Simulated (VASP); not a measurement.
Method: PBE GGA with D3 dispersion (Becke-Johnson damping), VASP's PBE PAW potentials (set 64) (plane waves; VASP 6.6.1).

VASP input:

KPOINTS:
```
Automatic mesh
0
gamma
12 12 7
```

**INCAR**
```
SYSTEM = Tm
PREC = Accurate
ENCUT = 520
EDIFF = 1E-7
NELM = 100
ALGO = Normal
LREAL = .FALSE.
LASPH = .TRUE.
ISMEAR = 1
SIGMA = 0.1
GGA = PE
IVDW = 12
LMAXMIX = 6
LWAVE = .FALSE.
LCHARG = .FALSE.
ISIF = 4
IBRION = 2
NSW = 30
EDIFFG = -0.01
```

File POSCAR:
```
Tm
1
    1.7748979829    -3.0742135543     0.0000000000
    1.7748979829     3.0742135543     0.0000000000
    0.0000000000     0.0000000000     5.4885520088
Tm
2
Direct
  0.3333330000   0.6666670000   0.2500000000
  0.6666670000   0.3333330000   0.7500000000
```

POTCAR, in this order: Tm_3 (PBE.64 set). Program: vasp_std.

Q: What will the output report for the number of irreducible k-points (NKPTS), largest plane-wave count, number of space-group operations, FFT grid (NGX, NGY, NGZ)?

A: 
The number of irreducible k-points (NKPTS) is 76 and the largest plane-wave count is 1641. The number of space-group operations is 24. The FFT grid (NGX, NGY, NGZ) is 28 × 28 × 42.

The compound is Tm in the hcp structure. This cell is one point of a volume scan, at 1.03 of the reference volume. Symmetry was kept, so distortions that lower it aren't found. The 4f electrons are frozen in the core of the lanthanide potential, so 4f levels, which can set the real gap, and their magnetism are missing.
